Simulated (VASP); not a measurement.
**Band edges against the vacuum: BAs(110)**

Aim: ionisation energy and electron affinity of BAs(110), from a slab and a bulk run lined up through core potentials.

Method: r2SCAN; plane waves and PAW (B, As), in VASP 6.6.1.

**What experiment says.**

“Thermal expansion coefficients of high thermal conducting BAs and BP materials” (2019, arxiv:1906.04101) reports for BAs, zinc blende, by single-crystal XRD (Mo K-alpha) (CVT-grown single crystal, 100 K): lattice constant a (cubic a at 100 K) 4.7741 ± 0.0015 Å.

For BAs, zinc blende (single crystal grown by chemical vapor transport, 300 K), “Basic Physical Properties of Cubic Boron Arsenide” (2019, arxiv:1911.11281) gives, by UV-visible absorption: band gap (indirect optical gap from absorption edge) 1.82 eV [room-temperature optical absorption edge, not a zero-temperature fundamental gap].

This is a report of a sequence of runs, with most program output left out.

## (1) Starting point

Symmetry: F-43m, No. 216, cubic system. Conventional cell: a = 4.780 Å, b = 4.780 Å, c = 4.780 Å, α = 90.00°, β = 90.00°, γ = 90.00°. Nearest to B lie 4 As at 2.07 Å. As has 4 B at 2.07 Å nearest. Farther neighbours are not listed.

## (2) Relaxing the bulk crystal

The later steps need the crystal at this functional's own lattice; a raised cutoff keeps the stress reliable while the cell changes.

INCAR

```
SYSTEM = BAs
PREC = Accurate
ENCUT = 420
EDIFF = 1E-06
NELM = 120
ISMEAR = 0
SIGMA = 0.03
LREAL = .FALSE.
ALGO = Normal
METAGGA = R2SCAN
LASPH = .TRUE.
NBANDS = 10
LORBIT = 11
LWAVE = .FALSE.
LCHARG = .FALSE.
KPAR = 4
IBRION = 2
NSW = 40
ISIF = 3
EDIFFG = -0.02
POTIM = 0.4
```

POSCAR

```
BAs
1.0
    0.0000000000      2.3900000000      2.3900000000
    2.3900000000      0.0000000000      2.3900000000
    2.3900000000      2.3900000000      0.0000000000
B As
1 1
Direct
    0.0000000000      0.0000000000      0.0000000000
    0.2500000000      0.2500000000      0.2500000000
```

KPOINTS

```
Automatic mesh
0
Gamma
7 7 7
0 0 0
```

Potentials, in the order of the species: B and As (PBE family, release 64).

The run is started by

```
> mpirun -np 4 vasp_std
```

Wall time 23 s (4 MPI ranks of Intel Xeon Platinum 8488C (Sapphire Rapids), shared host); peak memory 0.51 GiB.

The PAW data sets were made with PBE, which is usual practice but a small mismatch for other functionals. The run keeps the 24 symmetry operations of its start, so it cannot find a distortion of lower symmetry.

Relaxation path:

| step | energy less that of the first step (eV) | largest force (eV/Å) | pressure (GPa) | volume (Å³) |
| --- | --- | --- | --- | --- |
| 1 | 0.0000 | 0.0000 | 0.61 | 27.30 |
| 2 | -0.0002 | 0.0000 | -0.25 | 27.47 |
| 3 | -0.0002 | 0.0000 | 0.01 | 27.42 |

| conventional cell, symmetrised | before | after | change |
| --- | --- | --- | --- |
| a (Å) | 4.780 | 4.787 | +0.1 % |
| b (Å) | 4.780 | 4.787 | +0.1 % |
| c (Å) | 4.780 | 4.787 | +0.1 % |
| volume (Å³/atom) | 13.65 | 13.71 | +0.4 % |

The relaxed structure:

```
B As
1.0
     0.00000    2.39332    2.39332
     2.39332    0.00000    2.39332
     2.39332    2.39332    0.00000
B As
1 1
Direct
  0.00000 0.00000 0.00000
  0.25000 0.25000 0.25000
```

Numbers from this step:

| Quantity | Value |
| --- | --- |
| electronic steps | 22 |
| electrons | 8 |
| free energy (TOTEN) | -22.25 eV |
| Fermi energy | 6.163 eV |

The run ended after 3 ionic steps, 0.000 eV below its first step, once forces and stress met EDIFFG = -0.02.

## (3) Band edges of the bulk

A static bulk run at the slab's cutoff gives the band edges and the core potentials that tie them to the slab.

INCAR

```
SYSTEM = BAs
PREC = Normal
ENCUT = 360
EDIFF = 1E-06
NELM = 120
ISMEAR = 0
SIGMA = 0.03
LREAL = .FALSE.
ALGO = Normal
METAGGA = R2SCAN
LASPH = .TRUE.
NBANDS = 10
LORBIT = 11
LWAVE = .FALSE.
LCHARG = .FALSE.
KPAR = 4
```

POSCAR

```
BAs
1.0
    0.0000000000      2.3933204898      2.3933204898
    2.3933204898      0.0000000000      2.3933204898
    2.3933204898      2.3933204898      0.0000000000
B As
1 1
Direct
    0.0000000000      0.0000000000      0.0000000000
    0.2500000000      0.2500000000      0.2500000000
```

KPOINTS

```
Automatic mesh
0
Gamma
16 16 16
0 0 0
```

The run is started by

```
> mpirun -np 4 vasp_std
```

Run time: 10 s. Hardware: 4 MPI ranks; peak memory 0.47 GiB; 34 s of CPU time.

The gap is read on the k-mesh alone, so it is an upper bound where the band edges lie off the mesh.

Numbers from this step:

- electronic steps: 11
- Fermi energy: 6.123 eV
- metallic: no
- gap on the k-mesh: 1.387 eV
- least direct gap on the k-mesh: 3.438 eV

## (4) Relaxing the slab

System of this step: BAs(110). The cell holds 18 atoms: 9 B and 9 As. Its edges and angles: a = 3.385 Å, b = 4.787 Å, c = 29.539 Å, α = 90.0°, β = 90.0°, γ = 90.0°. It derives from BAs. 9 layers, cut at this functional's lattice. Vacuum lies along c.

All atoms relax at the fixed cell.

INCAR

```
SYSTEM = BAs
PREC = Normal
ENCUT = 360
EDIFF = 1E-05
NELM = 120
ISMEAR = 0
SIGMA = 0.03
LREAL = Auto
ALGO = Normal
METAGGA = R2SCAN
LASPH = .TRUE.
NBANDS = 54
LORBIT = 11
LWAVE = .FALSE.
LCHARG = .FALSE.
KPAR = 4
IBRION = 2
NSW = 60
ISIF = 2
EDIFFG = -0.03
POTIM = 0.4
MAXMIX = 40
IDIPOL = 3
LDIPOL = .TRUE.
DIPOL = 0.5 0.5 0.5
```

POSCAR

```
BAs
1.0
    3.3846662958      0.0000000000      0.0000000000
    0.0000000000      4.7866409796      0.0000000000
    0.0000000000      0.0000000000     29.5386651831
B As
9 9
Direct
    0.0000000000      0.0000000000      0.2708314700
    0.5000000000      0.5000000000      0.3281236000
    0.0000000000      0.0000000000      0.3854157300
    0.5000000000      0.5000000000      0.4427078700
    0.0000000000      0.0000000000      0.5000000000
    0.5000000000      0.5000000000      0.5572921300
    0.0000000000      0.0000000000      0.6145842700
    0.5000000000      0.5000000000      0.6718764000
    0.0000000000      0.0000000000      0.7291685300
    0.0000000000      0.7500000000      0.3281236000
    0.5000000000      0.2500000000      0.2708314700
    0.0000000000      0.7500000000      0.4427078700
    0.5000000000      0.2500000000      0.3854157300
    0.0000000000      0.7500000000      0.5572921300
    0.5000000000      0.2500000000      0.5000000000
    0.0000000000      0.7500000000      0.6718764000
    0.5000000000      0.2500000000      0.6145842700
    0.5000000000      0.2500000000      0.7291685300
```

KPOINTS

```
Automatic mesh
0
Gamma
7 5 1
0 0 0
```

The run is started by

```
> mpirun -np 4 vasp_std
```

It took 16 min on 4 MPI ranks; peak memory 1.3 GiB.

The run keeps the 4 symmetry operations of its start, so it cannot find a distortion of lower symmetry.

Step by step:

| step | energy less that of the first step (eV) | largest force (eV/Å) |
| --- | --- | --- |
| 1 | 0.0000 | 3.0307 |
| 2 | -0.9749 | 2.0000 |
| 3 | -1.3262 | 1.0099 |
| 4 | -1.3342 | 1.0955 |
| 5 | -1.6487 | 0.7424 |
| 6 | -1.7154 | 0.6998 |
| 7 | -1.7897 | 0.3875 |
| 8 | -1.7923 | 0.2875 |
| 9 | -1.8113 | 0.1985 |
| 10 | -1.8117 | 0.2305 |
| 11 | -1.8196 | 0.1304 |
| 12 | -1.8196 | 0.1305 |
| 13 | -1.8245 | 0.0925 |
| 14 | -1.8276 | 0.0822 |
| 15 | -1.8296 | 0.0654 |
| 16 | -1.8297 | 0.0600 |
| 17 | -1.8306 | 0.0285 |

The atoms that moved most (Å):

| atom | dx | dy | dz | length |
| --- | --- | --- | --- | --- |
| B9 | 0.000 | 0.241 | -0.356 | 0.430 |
| B1 | 0.000 | 0.241 | 0.356 | 0.430 |
| As11 | 0.000 | 0.041 | -0.185 | 0.189 |
| As18 | 0.000 | 0.041 | 0.185 | 0.189 |
| As16 | 0.000 | -0.064 | 0.018 | 0.066 |
| As10 | 0.000 | -0.064 | -0.018 | 0.066 |
| B2 | 0.000 | -0.043 | -0.031 | 0.053 |
| B8 | 0.000 | -0.043 | 0.031 | 0.053 |

The relaxed structure:

```
B As
1.0
     3.38467    0.00000    0.00000
     0.00000    4.78664    0.00000
     0.00000    0.00000   29.53867
B As
9 9
Cartesian
  0.0000 0.2410 8.3563
  1.6923 2.3502 9.6612
  0.0000 -0.0320 11.3845
  1.6923 2.3549 13.0696
  0.0000 -0.0358 14.7693
  1.6923 2.3549 16.4691
  0.0000 -0.0320 18.1542
  1.6923 2.3502 19.8775
  0.0000 0.2410 21.1824
  0.0000 3.5261 9.6746
  1.6923 1.2381 7.8153
  0.0000 3.5535 13.0727
  1.6923 1.1630 11.3633
  0.0000 3.5535 16.4659
  1.6923 1.1626 14.7693
  0.0000 3.5261 19.8641
  1.6923 1.1630 18.1754
  1.6923 1.2381 21.7234
```

Numbers from this step:

```yaml
electronic_steps: 117
electrons: 72
free_energy_toten: -197.0495 eV
fermi_energy: 0.5729 eV
dipole_moment: 0, 0, 0 e·Å
gap_on_the_k_mesh: 0.6574 eV
least_direct_gap_on_the_k_mesh: 1.773 eV
```

The run ended after 17 ionic steps, 1.831 eV below its first step, once the forces on the free atoms met EDIFFG = -0.03.

## (5) Vacuum level and density of states

A static run writes the electrostatic potential without exchange and correlation (LVHAR), which is flat in the vacuum and gives the level to count from. The dipole correction cancels the field that unlike faces would set up across the vacuum.

INCAR

```
SYSTEM = BAs
PREC = Normal
ENCUT = 360
EDIFF = 1E-06
NELM = 120
ISMEAR = 0
SIGMA = 0.03
LREAL = Auto
ALGO = Normal
METAGGA = R2SCAN
LASPH = .TRUE.
NBANDS = 54
LORBIT = 11
LWAVE = .FALSE.
LCHARG = .TRUE.
KPAR = 4
IDIPOL = 3
LDIPOL = .TRUE.
DIPOL = 0.5 0.5 0.5
LVHAR = .TRUE.
LVACPOTAV = .TRUE.
NEDOS = 1500
```

POSCAR

```
BAs
1.0
    3.3846662958      0.0000000000      0.0000000000
    0.0000000000      4.7866409796      0.0000000000
    0.0000000000      0.0000000000     29.5386651831
B As
9 9
Direct
    0.0000000000      0.0503507514      0.2828919902
    0.5000000000      0.4909867203      0.3270696486
    0.0000000000      0.9933196639      0.3854088561
    0.5000000000      0.4919788309      0.4424558109
    0.0000000000      0.9925220422      0.5000000000
    0.5000000000      0.4919788309      0.5575441891
    0.0000000000      0.9933196639      0.6145911439
    0.5000000000      0.4909867203      0.6729303514
    0.0000000000      0.0503507514      0.7171080098
    0.0000000000      0.7366627382      0.3275225513
    0.5000000000      0.2586475703      0.2645779230
    0.0000000000      0.7423731241      0.4425632893
    0.5000000000      0.2429747830      0.3846915774
    0.0000000000      0.7423731241      0.5574367107
    0.5000000000      0.2428895935      0.5000000000
    0.0000000000      0.7366627382      0.6724774487
    0.5000000000      0.2429747830      0.6153084226
    0.5000000000      0.2586475703      0.7354220770
```

KPOINTS is that of step 4.

KPOINTS_OPT

```
Line mode
14
Line-mode
Reciprocal
  0.00000000   0.00000000   0.00000000 GAMMA
  0.50000000   0.00000000   0.00000000 X

  0.50000000   0.00000000   0.00000000 X
  0.50000000   0.50000000   0.00000000 S

  0.50000000   0.50000000   0.00000000 S
  0.00000000   0.50000000   0.00000000 Y

  0.00000000   0.50000000   0.00000000 Y
  0.00000000   0.00000000   0.00000000 GAMMA

  0.00000000   0.00000000   0.00000000 GAMMA
  0.50000000   0.50000000   0.00000000 S
```

The run is started by

```
> mpirun -np 4 vasp_std
```

The job ended after 6.1 min (4 MPI ranks; peak memory 1.6 GiB).

Numbers from this step:

```
electronic steps                                  : 23
Fermi energy                                      : 0.5584 eV
least gap on mesh and path                        : 0.5191 eV
least direct gap on mesh and path                 : 1.744 eV
vacuum levels                                     : 5.696, 5.696 eV
ionisation potentials of the upper and lower face : 5.263, 5.263 eV
electron affinities of the upper and lower face   : 4.744, 4.744 eV
```

The electronic bands at the labelled points (eV, zero at the valence-band top; v1 is the highest filled band, c1 the lowest empty one):

| point | v4 | v3 | v2 | v1 | c1 | c2 | c3 | c4 |
| --- | --- | --- | --- | --- | --- | --- | --- | --- |
| Γ | -0.33 | -0.23 | -0.09 | 0.00 | 1.77 | 1.97 | 2.04 | 2.44 |
| 0.46 of the way | -2.08 | -1.65 | -1.27 | -0.87 | 1.63 | 1.81 | 2.33 | 2.57 |
| X | -2.66 | -2.41 | -1.41 | -1.22 | 0.52 | 0.57 | 1.86 | 2.12 |
| 0.54 of the way | -2.39 | -2.24 | -1.24 | -1.08 | 0.98 | 1.10 | 2.86 | 2.89 |
| S | -1.95 | -1.90 | -1.15 | -0.95 | 1.25 | 1.46 | 3.54 | 3.70 |
| 0.46 of the way | -1.77 | -1.74 | -1.02 | -0.98 | 1.58 | 1.66 | 3.89 | 3.98 |
| Y | -1.81 | -1.74 | -1.09 | -1.04 | 1.17 | 1.30 | 2.41 | 2.90 |
| 0.54 of the way | -0.99 | -0.99 | -0.61 | -0.44 | 1.49 | 1.72 | 2.15 | 2.64 |
| Γ | -0.33 | -0.23 | -0.09 | 0.00 | 1.77 | 1.97 | 2.04 | 2.44 |
| 0.54 of the way | -1.78 | -1.56 | -1.02 | -0.90 | 1.41 | 1.57 | 2.94 | 3.08 |
| S | -1.95 | -1.90 | -1.15 | -0.95 | 1.25 | 1.46 | 3.54 | 3.70 |

Of the projections kept (B, As), the largest for each band there; the rest of the weight can lie on other orbitals:

| point | v4 | v3 | v2 | v1 | c1 | c2 | c3 | c4 |
| --- | --- | --- | --- | --- | --- | --- | --- | --- |
| Γ | As 0.66 | As 0.54 | As 0.63 | As 0.53 | B 0.57 | B 0.58 | B 0.57 | B 0.67 |
| X | As 0.60 | As 0.56 | As 0.74 | As 0.71 | B 0.78 | B 0.75 | As 0.51 | As 0.54 |
| S | As 0.58 | As 0.59 | As 0.72 | As 0.72 | B 0.81 | B 0.82 | As 0.51 | B 0.53 |
| Y | As 0.54 | As 0.54 | As 0.69 | As 0.69 | B 0.77 | B 0.78 | As 0.55 | As 0.51 |
| Γ | As 0.66 | As 0.54 | As 0.63 | As 0.53 | B 0.57 | B 0.58 | B 0.57 | B 0.67 |
| S | As 0.58 | As 0.59 | As 0.72 | As 0.72 | B 0.81 | B 0.82 | As 0.51 | B 0.53 |

The planar average of the electrostatic potential oscillates, so the rows of the table below give means over windows of 1.69 Å about each position, cut where the curve ends. Its maxima inside the range that stand out by 2 % of the span (Å: eV): 8.8: -3.14, 10.6: -2.32, 12.2: -2.21, 13.9: -2.28, 15.6: -2.28, 17.3: -2.21, 19.0: -2.32, 20.8: -3.14. Its minima: 8.1: -7.09, 9.5: -8.03, 11.2: -8.03, 13.2: -8.02, 15.0: -8.03, 16.4: -8.02, 18.4: -8.03, 20.0: -8.03, 21.4: -7.09.

Zero at the Fermi level. The planar average of the electrostatic potential by height; means over each step:

| height (Å) | planar average of the electrostatic potential (eV) |
| --- | --- |
| 0.84 | 5.14 |
| 2.54 | 5.14 |
| 4.23 | 5.14 |
| 5.92 | 4.81 |
| 7.61 | -3.21 |
| 9.30 | -6.06 |
| 10.99 | -5.94 |
| 12.68 | -5.94 |
| 14.37 | -5.97 |
| 16.05 | -5.96 |
| 17.75 | -5.93 |
| 19.44 | -5.94 |
| 21.12 | -5.18 |
| 22.82 | 2.30 |
| 24.51 | 5.11 |
| 26.20 | 5.14 |
| 27.89 | 5.14 |

Density of states in the PAW spheres, an atom over height of the layer and energy from the Fermi level.

Ten even steps from '0' (0.001 states/eV) to '9' (0.703 states/eV), each cell a mean:
```
00000000000
00000000000
10000000001
21111111112
93211111239
52112121125
52333433325
42223232224
63444444436
42333433324
33444444433
32444444423
11333333311
33433433433
22332323322
22223332222
11112221111
11111111111
11111111111
11110001111
12221112221
23222122232
```
Columns: height of the layer (Å) from 7.8 to 21.7 (not evenly spaced); rows upwards: energy from the Fermi level (eV) from -7.9 to 0.5.

Valence density in the cb plane at fractional x = 0.000, with atoms of B and As within 0.2 Å of it. It is the smooth field of the valence electrons, not physical close to the nuclei.

Ten even steps from '0' (-0.10 e/Å³) to '9' (0.85 e/Å³), each cell a mean:
```
11111111111111111111135898666786887656787787
11111111111111111111123699768877788768987789
11111111111111111111112476127754577305864468
11111111111111111111112355006532356204643346
11111111111111111111111246556422235656532235
11111111111111111111111134664211124565321123
11111111111111111111111122332211112332211112
11111111111111111111111111221111111121111111
11111111111111111111122221111122211111112211
11111111111111111111234432111223321111123321
11111111111111111111257642112245432111235532
11111111111111111111357553222467642212357753
11111111111111111111244576434575664333575675
```
Columns run along c (16.0 Å, from fractional 0.00 to 0.54 of the cell), rows up along b (4.8 Å). Atoms in or near the plane, at fractional coordinates: B at (0.28, 0.05), B at (0.39, 0.99), B at (0.50, 0.99), As at (0.33, 0.74), As at (0.44, 0.74).

Electrostatic potential energy in the cb plane at fractional x = 0.000, with atoms of B and As within 0.2 Å of it. With pseudopotentials it is smooth inside the atoms' cores, unlike the true potential.

Ten even steps from '0' (-37 eV) to '9' (6 eV), each cell a mean:
```
99999999999999999999872246667625257657734437
99999999999999999999987762003654574001664466
99999999999999999999999850210588860130378872
99999999999999999999999840330589860140288872
99999999999999999999999861001689873000589985
99999999999999999999999986446899987546889988
99999999999999999999999998888999998888999999
99999999999999999999999999999999999999999999
99999999999999999999999999999999999999999999
99999999999999999999988888999998899999998899
99999999999999999999974358999887789999987789
99999999999999999999853626899742378999852258
99999999999999999999843726888628448888726627
```
Columns run along c (16.0 Å, from fractional 0.00 to 0.54 of the cell; values clipped at the 3rd and 97th percentile), rows up along b (4.8 Å). Atoms in or near the plane, at fractional coordinates: B at (0.28, 0.05), B at (0.39, 0.99), B at (0.50, 0.99), As at (0.33, 0.74), As at (0.44, 0.74).

The map of layer states is cut here 0.5 eV above the Fermi level, so it leaves out the states above that.

The vacuum level lies 5.26 eV above the highest filled level at the upper face; both faces agree, as the slab has next to no dipole.

The program found no field-free point at its default tolerance, but its printed level agrees with the flat part of the planar average.

## (6) Lining up bulk and slab

This step: band edges against the vacuum, r2SCAN; plane waves and PAW (VASP 6.6.1).

Derived from the runs above.

Numbers from this step:

```yaml
ionisation_energy: 5.195 eV
offset_spread: 0.03070 eV
bulk_gap: 1.387 eV
slab_gap: 0.5191 eV
electron_affinity: 3.808 eV
buckling: 0.5410 Å
tilt: 28.48 degree
surface_energy_relaxed: 1.598 J/m²
```

The averaged core potentials of the four middle atoms lie -5.455 eV from those of the bulk run. The bulk valence top (5.957 eV), moved by that offset, is taken from the upper vacuum level (5.696 eV).

## (7) Summary of results

```yaml
ionisation_energy: 5.19 eV
electron_affinity: 3.81 eV
buckling: 0.541 Å
surface_energy_relaxed: 1.60 J/m²
```

The bulk valence-band top lies 5.19 eV below the vacuum of BAs(110), and the conduction-band bottom 3.81 eV. The top layer buckles by 0.54 Å, a tilt of 28°, with As outermost, as the anion takes the dangling-bond electrons and the cation flattens towards sp². The surface costs 1.60 J/m². The slab's least gap is 0.52 eV, against 1.39 eV in the bulk. Confinement widens it, surface states can narrow it, and the two gaps need not lie at the same wave vector; the faces' own affinities count to the slab's lowest empty state. The offsets of the four middle atoms spread by 0.03 eV; a shift common to all four would not show in it. The bulk edges are read on a mesh, so a band minimum between its points makes the gap too large and the affinity too small. One thickness was run. Semilocal band edges put the valence top too high and the gap too small. Spin-orbit coupling, left out here, would raise the valence top further.

Comparison with the measured values:

| quantity | measured | r2SCAN |
| --- | --- | --- |
| lattice constant a (Å) | 4.7741 | 4.787 (+0.3 %) |
| band gap (gap on the k-mesh) (eV) | 1.82 | 1.39 (-0.43 eV) |

Measured values from arxiv:1906.04101 (2019) and arxiv:1911.11281 (2019).

Verdict: The lattice constant a is off by +0.3 %: good agreement. The band gap is off by -0.43 eV. Local and semilocal functionals usually give gaps below the measured ones. The computed gap is read on a k-mesh, which can miss the band edges. An optical gap can lie under the band gap by the exciton's binding. Zero-point and thermal motion shift the measured gap. The grades are ours: good and fair within 0.7 and 1.5 % for the lattice constant a. For lattice constants the calculation has a static lattice, without zero-point motion or thermal expansion (measured at up to 100 K).

[Lines on the potential files, build, host, timing and source positions are cut from VASP's logs without a mark.]

[Logs are printed without paths, hosts, clocks, repeated set-up lines and the standing remarks that a program may print on its own settings, such as how far it seeks lower states.]

[Hosts, paths, dates, database ids (printed as entryN), source tags and the programs' standing remarks are cut or masked in the printed files.]

[Runs that stopped without an error message from VASP are left out.]
